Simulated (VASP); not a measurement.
A convergence study with VASP on LiF (rock salt): one setting is varied, all else stays as given below, so the limit is that of these other settings. ε∞ is the independent-particle value.

```
CELL_PARAMETERS angstrom
      0.00000     2.01500     2.01500
      2.01500     0.00000     2.01500
      2.01500     2.01500     0.00000
ATOMIC_POSITIONS crystal
  Li 0.00000 0.00000 0.00000
  F  0.50000 0.50000 0.50000
```

These are PBE GGA, VASP's PBE PAW potentials (set 64) (plane waves; VASP) values and carry that method's errors. The tightest run used: 700 eV cut-off, 10×10×10 Γ-centred mesh, Gaussian smearing of 0.050 eV, potentials Li_sv F.

| setting | mean ε∞ | bands |
|---|---|---|
| NBANDS = 6 | 1.46 | 6 |
| NBANDS = 7 | 1.62 | 7 |
| NBANDS = 9 | 1.88 | 9 |
| NBANDS = 13 | 1.99 | 13 |

These are the cheaper rows. Estimate the results at NBANDS = 133, and how far the last row shown lies from them.

| quantity | tightest run | last row shown is off by |
|---|---|---|
| mean ε∞ | 2.07 | -0.09 |

Left out are rungs that failed or repeat a setting and relaxations that didn't move; long series are thinned to 24 rows.

The compound is LiF in the rock salt structure. The cell was not relaxed at this level.
